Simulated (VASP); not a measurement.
A run of VASP 6.6.1 is set up as follows.

INCAR

```
ALGO = Fast ; EDIFF = 1E-7
ENCUT = 520 ; ISIF = 2
ISMEAR = 0 ; ISPIN = 2
LASPH = True ; LCHARG = False
LDAU = True ; LDAUJ = 0 0
LDAUL = 2 -1 ; LDAUPRINT = 1
LDAUTYPE = 2 ; LDAUU = 4 0
LMAXMIX = 4 ; LORBIT = 11
LREAL = False ; LWAVE = False
MAGMOM = 0.71 0.71 0.11 0.11 ; NBANDS = 28
NELM = 150 ; PREC = Accurate
SIGMA = 0.05
```

The input KPOINTS:

```
k-points
0
Gamma
  6 6 4
```

File POSCAR:

```
NiS
1.0
    3.4250012100      0.0000000000      0.0000000000
   -1.7125006100      2.9661380600      0.0000000000
    0.0000000000      0.0000000000      5.3399998700
Ni S
2 2
Direct
    0.0000000000      0.0000000000      0.0000000000
    0.0000000000      0.0000000000      0.5000000000
    0.3333333333      0.6666666667      0.2500000000
    0.6666666667      0.3333333333      0.7500000000
```

Potentials or basis: VASP PAW LDA potentials, release 64 (Ni, S).

Command:

```sh
$ cat potpaw_LDA.64/Ni/POTCAR potpaw_LDA.64/S/POTCAR > POTCAR
$ mpirun -np 1 vasp_std > vasp.out
```

(1) Predict the pressure.

(2) What does it give for the net moment?

Answers

(1) -15.9 GPa.

(2) 0.50 μB per cell.
